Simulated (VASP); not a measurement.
Computed with PBE GGA with D3 dispersion (zero damping), VASP's PBE PAW potentials (set 64) (plane waves; VASP).

VASP ran on this input.

INCAR:
```
SYSTEM = MgO
PREC = Accurate
ENCUT = 520
EDIFF = 1E-7
NELM = 100
ALGO = Normal
LREAL = .FALSE.
LASPH = .TRUE.
ISMEAR = 0
SIGMA = 0.05
GGA = PE
IVDW = 11
LWAVE = .FALSE.
LCHARG = .FALSE.
ISIF = 2
```

### KPOINTS
```
Automatic mesh
0
Gamma
11 11 11
0 0 0
```

### POSCAR
```
MgO
1.0
  0.0000000000   2.1449181309   2.1449181309
  2.1449181309   0.0000000000   2.1449181309
  2.1449181309   2.1449181309   0.0000000000
Mg O
1 1
direct
  0.0000000000   0.0000000000   1.0000000000
  0.5000000000   0.5000000000   0.5000000000
```

POTCAR, in this order: Mg O (PBE.64 set). Program: vasp_std.

What VASP printed:

### OUTCAR
```
 ion  position               nearest neighbor table
   1  0.000  0.000  0.000-   2 2.14   2 2.14   2 2.14   2 2.14   2 2.14   2 2.14
   2  0.500  0.500  0.500-   1 2.14   1 2.14   1 2.14   1 2.14   1 2.14   1 2.14
  LATTYP: Found a face centered cubic cell.
 ALAT       =     4.2898362618
 Subroutine PRICEL returns:
 Original cell was already a primitive cell.
 Subroutine GETGRP returns: Found 48 space group operations
The static configuration has the point symmetry O_h .
The dynamic configuration has the point symmetry O_h .
 Subroutine INISYM returns: Found 48 space group operations
 Subroutine IBZKPT returns following result:
 Found     56 irreducible k-points:

 Following reciprocal coordinates:
            Coordinates               Weight
  0.000000  0.000000  0.000000      1.000000
  0.090909  0.000000  0.000000      8.000000
  0.181818  0.000000  0.000000      8.000000
  0.272727  0.000000  0.000000      8.000000
  0.363636  0.000000  0.000000      8.000000
  0.454545  0.000000  0.000000      8.000000
  0.090909  0.090909  0.000000      6.000000
  0.181818  0.090909  0.000000     24.000000
  0.272727  0.090909  0.000000     24.000000
  0.363636  0.090909  0.000000     24.000000
  0.454545  0.090909  0.000000     24.000000
 -0.454545  0.090909  0.000000     24.000000
 -0.363636  0.090909  0.000000     24.000000
 -0.272727  0.090909  0.000000     24.000000
 -0.181818  0.090909  0.000000     24.000000
 -0.090909  0.090909  0.000000     12.000000
  0.181818  0.181818  0.000000      6.000000
  0.272727  0.181818  0.000000     24.000000
  0.363636  0.181818  0.000000     24.000000
  0.454545  0.181818  0.000000     24.000000
 -0.454545  0.181818  0.000000     24.000000
 -0.363636  0.181818  0.000000     24.000000
 -0.272727  0.181818  0.000000     24.000000
 -0.181818  0.181818  0.000000     12.000000
...
```

OSZICAR:
```
       N       E                     dE             d eps       ncg     rms          rms(c)
DAV:   1     0.150696074535E+02    0.15070E+02   -0.47055E+03  1048   0.875E+02
DAV:   2    -0.129961032662E+02   -0.28066E+02   -0.27082E+02  1064   0.143E+02
DAV:   3    -0.134598661408E+02   -0.46376E+00   -0.46376E+00  1168   0.209E+01
DAV:   4    -0.134604967322E+02   -0.63059E-03   -0.63059E-03  1216   0.752E-01
DAV:   5    -0.134604969368E+02   -0.20464E-06   -0.20464E-06  1224   0.120E-02    0.718E+00
DAV:   6    -0.119285331299E+02    0.15320E+01   -0.10542E+01   896   0.225E+01    0.237E+00
DAV:   7    -0.119106128027E+02    0.17920E-01   -0.65830E-02   936   0.288E+00    0.132E+00
DAV:   8    -0.119044074780E+02    0.62053E-02   -0.27979E-02   896   0.250E+00    0.173E-01
DAV:   9    -0.119042686569E+02    0.13882E-03   -0.46867E-04  1320   0.198E-01    0.791E-02
DAV:  10    -0.119043824529E+02   -0.11380E-03   -0.14909E-04   920   0.129E-01    0.546E-03
DAV:  11    -0.119043826383E+02   -0.18539E-06   -0.14971E-06  1312   0.102E-02    0.342E-03
DAV:  12    -0.119043825555E+02    0.82770E-07   -0.54200E-07   936   0.662E-03
   1 F= -.12294184E+02 E0= -.12294184E+02  d E =-.544983E-20
```

OUTCAR:
```
------------------------ aborting loop because EDIFF is reached ----------------------------------------
 Edisp (eV)   -0.38980
  FORCE on cell =-STRESS in cart. coord.  units (eV):
  Direction    XX          YY          ZZ          XY          YZ          ZX
  --------------------------------------------------------------------------------------
  Total      -1.00916    -1.00916    -1.00916     0.00000    -0.00000    -0.00000
  in kB     -81.92333   -81.92333   -81.92333     0.00000    -0.00000    -0.00000
  external pressure =      -81.92 kB  Pullay stress =        0.00 kB
  volume of cell :       19.74
      direct lattice vectors                 reciprocal lattice vectors
     0.000000000  2.144918131  2.144918131    -0.233109130  0.233109130  0.233109130
     2.144918131  0.000000000  2.144918131     0.233109130 -0.233109130  0.233109130
     2.144918131  2.144918131  0.000000000     0.233109130  0.233109130 -0.233109130
  FREE ENERGIE OF THE ION-ELECTRON SYSTEM (eV)
  ---------------------------------------------------
  free  energy   TOTEN  =       -12.2941839525 eV

  energy  without entropy=      -12.2941839525  energy(sigma->0) =      -12.29418395
```
(Selected blocks of OUTCAR.)

### OUTCAR
```
 val. band max:        2.7869869223   @ k =   0.0000   0.0000   0.0000

 cond. band min:       6.9975987205   @ k =   0.0000   0.0000   0.0000


 Fermi energy:         3.0911062158

 k-point     1 :       0.0000    0.0000    0.0000
  band No.  band energies     occupation
      1     -14.2044      2.00000
      2       2.7870      2.00000
      3       2.7870      2.00000
      4       2.7870      2.00000
      5       6.9976      0.00000
      6      18.2747      0.00000
      7      18.2747      0.00000
      8      18.2747      0.00000

 k-point     2 :       0.0909    0.0000    0.0000
  band No.  band energies     occupation
      1     -14.1249      2.00000
      2       2.2433      2.00000
      3       2.7360      2.00000
      4       2.7360      2.00000
      5       7.5359      0.00000
      6      17.1974      0.00000
      7      18.4584      0.00000
      8      18.4584      0.00000

 k-point     3 :       0.1818    0.0000    0.0000
  band No.  band energies     occupation
      1     -13.9033      2.00000
      2       1.1186      2.00000
      3       2.6027      2.00000
      4       2.6027      2.00000
      5       8.6137      0.00000
      6      15.7449      0.00000
      7      18.8454      0.00000
      8      18.8454      0.00000

 k-point     4 :       0.2727    0.0000    0.0000
  band No.  band energies     occupation
      1     -13.5920      2.00000
      2      -0.0501      2.00000
      3       2.4355      2.00000
      4       2.4355      2.00000
      5       9.5982      0.00000
      6      14.8551      0.00000
      7      18.9702      0.00000
      8      18.9702      0.00000

 k-point     5 :       0.3636    0.0000    0.0000
  band No.  band energies     occupation
      1     -13.2803      2.00000
      2      -0.9939      2.00000
      3       2.2884      2.00000
      4       2.2884      2.00000
      5      10.1556      0.00000
      6      14.6356      0.00000
      7      18.7551      0.00000
...
```

The compound is MgO in the rock salt structure. This cell is one point of a volume scan, at 1.06 of the reference volume.
